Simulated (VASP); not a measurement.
Data:

```
CELL_PARAMETERS angstrom
     -3.97797     3.97797     2.32965
      3.97797    -3.97797     2.32965
      3.97797     3.97797    -2.32965
ATOMIC_POSITIONS crystal
  Cd 0.75000 0.25000 0.50000
  Cd 0.00000 0.00000 0.00000
  As 0.37500 0.56674 0.69174
  As 0.31674 0.12500 0.69174
  As 0.87500 0.68326 0.30826
  As 0.43326 0.62500 0.30826
```

The numbers are results of PBEsol GGA, VASP's PBE PAW potentials (set 64) (plane waves; VASP 6.6.1), not measurements. Settings: 400 eV cut-off, 6×6×6 Γ-centred mesh, tetrahedra with Blöchl corrections, potentials Cd As.

The cores are frozen, which limits the accuracy of field gradients.

Give the principal components of the electric field gradient (V/Å²) and the asymmetry η at each nucleus.

```csv
atom,Vxx,Vyy,Vzz,η
Cd1,-43.8,-32.1,75.9,0.15
Cd2,-43.8,-32.1,75.9,0.15
As3,114.6,0.5,-115.1,0.99
As4,114.6,0.5,-115.1,0.99
As5,114.6,0.5,-115.1,0.99
As6,114.6,0.5,-115.1,0.99
```

The structure comes from a computed database's CdAs2 entry (I4_122); how it stands against other phases isn't given here. It was relaxed first.
